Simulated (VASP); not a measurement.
Here is the system:

```
Ag2Pt
1.0
    0.00000     4.00850     4.00850
    4.00850     0.00000     4.00850
    4.00850     4.00850     0.00000
Ag Pt
4 2
Direct
  0.12500   0.12500   0.12500
  0.62500   0.12500   0.12500
  0.12500   0.62500   0.12500
  0.12500   0.12500   0.62500
  0.75000   0.75000   0.75000
  0.50000   0.50000   0.50000
```

Level of theory: PBE GGA, VASP's PBE PAW potentials (set 64) (plane waves; VASP 6.6.1). Settings: 300 eV cut-off, 5×5×5 Γ-centred mesh, Fermi-Dirac smearing of 0.10 eV, potentials Ag Pt.

At this cut-off the stress carries a Pulay error, which pulls relaxed volumes low. Unless said otherwise, spin-orbit coupling is left out, though it shifts the bands of the heavy elements here.

Question: What does the run give for the energy per atom (σ→0), pressure, band gap (on the k-mesh) with the smallest direct gap where there is one?

Answer: 
The band gap (on the k-mesh) is none (metal, semimetal or under 0.01 eV) and the energy per atom (σ→0) comes out as -3.311 eV/atom. The pressure is -13.89 GPa.

Only differences to runs with the same potentials and settings are physical.

The structure was generated: Ag2Pt was put into an ordered model structure, which need not be its known phase. The cell was not relaxed at this level.
